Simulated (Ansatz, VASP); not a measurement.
# In: VASP beside Ansatz, part 2 of 2

Aim: how closely do two programs agree when they are given the same cell, functional and k mesh? The cell is taken from a series of runs on this material, whose earlier steps may have relaxed, scaled, displaced or heated it; both programs get it as it stands.

VASP 6.6.1 and Ansatz 0.2.0.

So far: Set-up; VASP: relaxation of cell and atoms, PBEsol, spin-orbit coupling.

## Step 3: Ansatz: relaxation of cell and atoms, PBEsol, spin-orbit coupling

Level of this step: Ansatz beside VASP: Kohn-Sham DFT, plane waves, PBEsol, spin-orbit coupling (Ansatz).

Ansatz runs on its fully relativistic PAW (standard-fr) files.

The same cell, functional, mesh and smearing now go to Ansatz, which takes its cutoff from its data sets.

input.yaml reads:

```yaml
crystal:
  lattice:
    - [-1.6123807613, 1.6123807613, 2.4579840203]
    - [1.6123807613, -1.6123807613, 2.4579840203]
    - [1.6123807613, 1.6123807613, -2.4579840203]
  atoms:
    - { symbol: In, position: [0.0, 0.0, 0.0] }
kpoints:
  mp_grid: { grid: [22, 22, 22] }
hamiltonian:
  xc: pbesol
  pseudopotentials: { kind: paw_fr }
scf:
  occupations: { method: fermi_dirac, width: 0.15 }
output:
  forces: true
  stress: true
  eigenvalues: true
magnetization:
  noncollinear: true
  spin_orbit: true
relax:
  adjacent_minimum: "off"
  f_tol: 0.001
  max_steps: 60
  cell: { stress_tol: 0.01 }
```

Started as:

```bash
$ ansatz run input.yaml --threads 4 --pin off --max-ram 14336MiB --backend cpu --events-out ev --progress --plain --runs-dir out
```

Numbers of over 12 decimals in the logs are rounded to 6 here.

The program printed:

```text
Engine: ansatz 0.2.0, aarch64-unknown-linux-gnu
Pseudopotentials: kind: paw_fr
Pseudopotential: In, paw_fr, valence charge 13, recommended cutoff 420 eV (normal), In.paw.azcp#standard-fr
Functional definition: PBEsol
  exchange = pbesol_x
  correlation = pbesol_c
non-collinear run that drives no moment, with spin-orbit: no starting moment large enough to seed its density (crystal.atoms[].spin), no starting occupations that ask for one, no magnetisation constraint and no magnetic field, so the semilocal B_xc is pinned to zero
Crystal: 1 atoms, lattice volume = 25.561 Å³
Basis set: ecut = 420 eV, 517 PW (Γ), exchange–correlation on 48×48×48 points (8 copies of the dense FFT grid, shifted against one another)
Bands: 22, of which v1, the nominal top of the filled ones, is band 13 counted from 1 (12 counted from 0)
Symmetry: 16 space group operations + 16 with time reversal
Magnetic group: BNS 139.532 (UNI 1192), of the structure as read, at distance tolerance 2.9e-5 Å
k-points: 834 of 10648
Projection manifold: j_resolved (fully-relativistic pseudo-atomic orbitals)
Non-local potential: In, projectors of the file, l = 0: 2, l = 1: 4, l = 2: 4, l = 3: 4
PAW form: soft (Blöchl's): semilocal exchange-correlation on the pseudo side does not see the compensation charge
PAW frozen core: In, regenerated for the run's functional, and the local potential with it (the file was generated under x = pbe(κ = 0.804, μ = 0.219515), c = pbe(β = 0.066725))
PAW one-centre angular grid: In, 590 points (default); XC on 64 Gauss nodes
Initial density: superposition of atomic densities (chi_scale 0.1, normalization cell)
Initial wavefunctions: pseudopotential atomic-orbital guess
Functional: x = pbesol(κ = 0.804, μ = 0.123457), c = pbesol(β = 0.046)
SCF iter   1: F=—  HF=-5527.341297 eV  |F-HF|=—  |Δ(HF+E_count)|=         —  Δρ=1.62e-2  dr2=9.39e-2  dr2_m=0.00e0 (ungated)  ethr=3.10e-3  |M|=0.00e0 ∫|m|=0.00e0 μB  |m|>n=0.0e0 m-floor=0.0e0 τ_xc=0.0e0  β_m=0.30  ⟨swp⟩=10.7  Hψ=64698  notcnv=0  defer=104
preconditioner: auto → none  [metal: Δε(μ)=0.022 eV  Ē_g=19.342 eV  σ=0.150 eV  W_gap=0.04  n_scr=8 (ndim 8)  ℏωp=26.5 eV  f_vac=0.000  D(μ)=0.43/eV (n_scr^D=0)  sad-step TF]
SCF iter   2: F=—  HF=-5527.317837 eV  |F-HF|=—  |Δ(HF+E_count)|=   2.35e-2  Δρ=1.22e-2  dr2=5.14e-2  dr2_m=0.00e0 (ungated)  ethr=7.23e-4  |M|=0.00e0 ∫|m|=0.00e0 μB  |m|>n=0.0e0 m-floor=0.0e0 τ_xc=0.0e0  β_m=0.64  ⟨swp⟩=1.1  Hψ=12651  notcnv=0  defer=246
SCF iter   3: F=—  HF=-5527.300269 eV  |F-HF|=—  |Δ(HF+E_count)|=   1.76e-2  Δρ=2.96e-3  dr2=1.04e-3  dr2_m=0.00e0 (ungated)  ethr=3.96e-4  |M|=0.00e0 ∫|m|=0.00e0 μB  |m|>n=0.0e0 m-floor=0.0e0 τ_xc=0.0e0  β_m=0.81  ⟨swp⟩=2.0  Hψ=16426  notcnv=0  defer=260
SCF iter   4: F=—  HF=-5527.300107 eV  |F-HF|=—  |Δ(HF+E_count)|=   1.62e-4  Δρ=9.52e-4  dr2=2.12e-4  dr2_m=0.00e0 (ungated)  ethr=7.97e-6  |M|=0.00e0 ∫|m|=0.00e0 μB  |m|>n=0.0e0 m-floor=0.0e0 τ_xc=0.0e0  β_m=0.67  ⟨swp⟩=2.0  Hψ=14680  notcnv=0  defer=1210
SCF iter   5: F=—  HF=-5527.300002 eV  |F-HF|=—  |Δ(HF+E_count)|=   1.04e-4  Δρ=1.97e-4  dr2=8.12e-6  dr2_m=0.00e0 (ungated)  ethr=1.63e-6  |M|=0.00e0 ∫|m|=0.00e0 μB  |m|>n=0.0e0 m-floor=0.0e0 τ_xc=0.0e0  β_m=0.84  ⟨swp⟩=2.1  Hψ=12766  notcnv=0  defer=1210
SCF iter   6: F=—  HF=-5527.299998 eV  |F-HF|=—  |Δ(HF+E_count)|=   3.74e-6  Δρ=1.14e-5  dr2=3.37e-8  dr2_m=0.00e0 (ungated)  ethr=7.69e-10  |M|=0.00e0 ∫|m|=0.00e0 μB  |m|>n=0.0e0 m-floor=0.0e0 τ_xc=0.0e0  β_m=0.92  ⟨swp⟩=8.1  Hψ=50681  notcnv=0
SCF iter   7: F=-5527.299998 eV  HF=-5527.299998 eV  |F-HF|=2.41e-10  |Δ(HF+E_count)|=   1.09e-8  Δρ=1.05e-6  dr2=2.46e-10  dr2_m=0.00e0 (ungated)  ethr=2.59e-10  |M|=0.00e0 ∫|m|=0.00e0 μB  |m|>n=0.0e0 m-floor=0.0e0 τ_xc=0.0e0  ⟨swp⟩=2.1  Hψ=27121  notcnv=0
SCF 1 converged in 7 iterations: F = -5527.299998 eV  dr2 = 2.46e-10
  greatest PAW one-centre occupation: 0.981 electrons in one spin orbital (limit 2), on the In atom at site 0 (counted from 0), in its partial waves of l = 2
relax step   1: F+E_penalty+E_count = -5527.29999848 eV  Δ(F+E_penalty+E_count) = +0.000e0 eV  max|allowed force component| = 0.000e0 eV/Å  Δτ_max = 0.0000 Å  P = -0.001 GPa  Ω = 25.561 Å³  (7 SCF iters, dr2 threshold 1.00e-7 eV, accepted)
[...]
relax step   3: F+E_penalty+E_count = -5527.30002725 eV  Δ(F+E_penalty+E_count) = -2.551e-5 eV  max|allowed force component| = 0.000e0 eV/Å  Δτ_max = 0.0000 Å  P = -0.013 GPa  Ω = 25.567 Å³  energy of the carried Pulay correction = -1.851e-6 eV  (5 SCF iters, dr2 threshold 2.67e-9 eV, accepted)
[...]
relax step   4: F+E_penalty+E_count = -5527.30003152 eV  Δ(F+E_penalty+E_count) = -4.272e-6 eV  max|allowed force component| = 0.000e0 eV/Å  Δτ_max = 0.0000 Å  P = +0.015 GPa  Ω = 25.551 Å³  energy of the carried Pulay correction = +1.942e-6 eV  (4 SCF iters, dr2 threshold 7.10e-10 eV, accepted)
[...]
relax step   5: F+E_penalty+E_count = -5527.30002974 eV  Δ(F+E_penalty+E_count) = +1.775e-6 eV  max|allowed force component| = 0.000e0 eV/Å  Δτ_max = 0.0000 Å  P = -0.001 GPa  Ω = 25.560 Å³  energy of the carried Pulay correction = -2.454e-7 eV  (3 SCF iters, dr2 threshold 5.81e-10 eV, accepted)
[...]
relax step   6: F+E_penalty+E_count = -5527.30002938 eV  Δ(F+E_penalty+E_count) = +3.630e-7 eV  max|allowed force component| = 0.000e0 eV/Å  Δτ_max = 0.0000 Å  P = -0.001 GPa  Ω = 25.560 Å³  stress off target by 6.61e-4 GPa  SCF on the basis re-selected at this cell (its energy is not comparable with the rows above)  (5 SCF iters)
basis re-selected at this cell: Δ(F+E_penalty+E_count) = +3.630e-7 eV, ΔP = -0.000 GPa vs the last step (what re-selecting the basis moved, of the pressure what is left beyond the Pulay correction that the steps carried, after the strain that the cell walked since its last selection, with what the two solves' SCF thresholds leave and, on support functions, any second-order correction that the steps lacked; it is no measure of the basis error at this ecutwfc). This SCF's stress stands 6.61e-4 GPa from its target on what of the cell is left free (relax.cell.stress_tol is 1.00e-2 GPa) and its largest allowed force component is 0.00e0 eV/Å (relax.f_tol is 1.00e-3 eV/Å): [rest of the remark cut]
SCF converged after 5 iterations
Magnetization: |M| = 0.0000 μB,  M = (+0.0000, +0.0000, +0.0000) μB
Absolute magnetization: 0.0000 μB (∫|m|)
  site 0: m = (+0.0000, +0.0000, +0.0000) μB, |m| = 0.0000 μB  (R = 1.34 Å)
Free energy (F): -5527.300029 eV
Harris-Foulkes:  -5527.300029 eV  (|F-HF|=2.73e-12)
Internal energy: -5527.267440 eV  (E = F + TS)
E sigma→0 (E₀):  -5527.283735 eV
Entropy (-TS):   -0.032589 eV (-32.589 meV/atom)
Fermi energy:    10.408068 eV
--- Per-component energies (eV) ---
  E_band       = -20.811695
  E_kinetic    = 241.950502
  E_local      = -1061.472689  (includes V_loc(G=0)·N_el)
  E_nonlocal   = 367.432808
  E_hartree    = 415.308568
  E_xc         = -214.325363
  E_vxc        = -100.710787  (∫ρ·V_xc dr)
  E_paw        = -4083.442883  (= ΣΔE_a)
  E_vpaw       = -298.628711  (= ΣTr[D̂ρ^β])
  E_aug_tail   = 0.000025  (compensation charges beyond the density's cutoff)
  E_ewald      = -1192.957456
  E_core_change = 0.239047  (= ΣΔE_core)
  E_smearing   = -0.032589  (= −TS)
  E_closure    = 0.000000  (closes the sum)
  Σ components = -5527.300029   (vs F -5527.300029, Δ=0.00e0)
--- Forces (eV/Å), atoms counted from 1 ---
  atom   1  In     0.00000000     0.00000000     0.00000000
  max |Σ_I F_I| component: 4.73e-30 eV/Å
--- Stress (GPa, compression-positive) ---
       -0.000661       0.000000       0.000000
        0.000000      -0.000661       0.000000
       -0.000000      -0.000000      -0.000654
  P = ⅓ Tr σ = -0.0007 GPa (-0.007 kbar)
--- Band table (eV; the first three rows and the last of 834) ---
  k-point 0: bands = [... 9 lower, -3.6664, 0.6944, 0.6944, 20.5500, 20.5500, 21.4260, 21.4260, 21.5426, ... 5 higher]
  k-point 1: bands = [... 9 lower, -3.6681, 0.7582, 0.7582, 20.2144, 20.2144, 21.0202, 21.0202, 21.1356, ... 5 higher]
  k-point 2: bands = [... 9 lower, -3.6728, 0.9504, 0.9504, 19.4148, 19.4148, 20.0819, 20.0819, 20.4190, ... 5 higher]
  k-point 833: bands = [... 9 lower, -3.4307, 7.6255, 7.6255, 7.6960, 7.6960, 14.8802, 14.8802, 15.2791, ... 5 higher]
--- Relaxed structure (5 steps of the walk, 5 accepted, 1 SCFs on fresh bases) ---
  F+E_penalty+E_count = -5527.30002938 eV   max|allowed force component| = 0.000e0 eV/Å   (the final SCF, on the basis selected at the relaxed cell)
  cell:  # Å, volume = 25.5598 Å³
    - [-1.619002, 1.619002, 2.437830]
    - [1.619002, -1.619002, 2.437830]
    - [1.619002, 1.619002, -2.437830]
  atoms:
    - { symbol: In, position: [0.0, 0.0, 0.0] }
```

## Step 4: Side by side

Known differences besides the potentials themselves: spin-orbit coupling enters by fully relativistic files in Ansatz and inside the spheres in VASP; the cutoff is 420 eV in Ansatz and 500 eV in VASP; Ansatz makes its cores anew for this functional, VASP keeps those of its PBE data sets; Ansatz adds a Pulay correction to the stress that steers its cell, VASP none. Total energies have different zeros and are not compared.

Compared:

| quantity | Ansatz | VASP | difference |
| --- | --- | --- | --- |
| volume (Å³) | 25.56 | 25.55 | +0.02 % |
| edge a after relaxation, in the typed setting (Å) | 3.345 | 3.345 | -0.02 % |

## Step 5: Results

```json
{"difference in volume (relaxation of cell and atoms, PBEsol, spin-orbit coupling)": "0.020 %"}
```

In words: The difference in volume is 0.020 % (relaxation of cell and atoms, PBEsol, spin-orbit coupling), within the 1.2 % picked in this series as the mark of a large difference, as far as the stopping tolerances let one tell. Such differences can come from data sets, numerical settings and the points named under the comparisons, not from the functional's error against experiment.

[Lines on the potential files, build, host, timing and source positions are cut from VASP's logs without a mark.]

[Logs are printed without paths, hosts, clocks, repeated set-up lines and the standing remarks that a program may print on its own settings, such as how far it seeks lower states.]

[Hosts, paths, dates, database ids (printed as entryN), source tags and the programs' standing remarks are cut or masked in the printed files.]
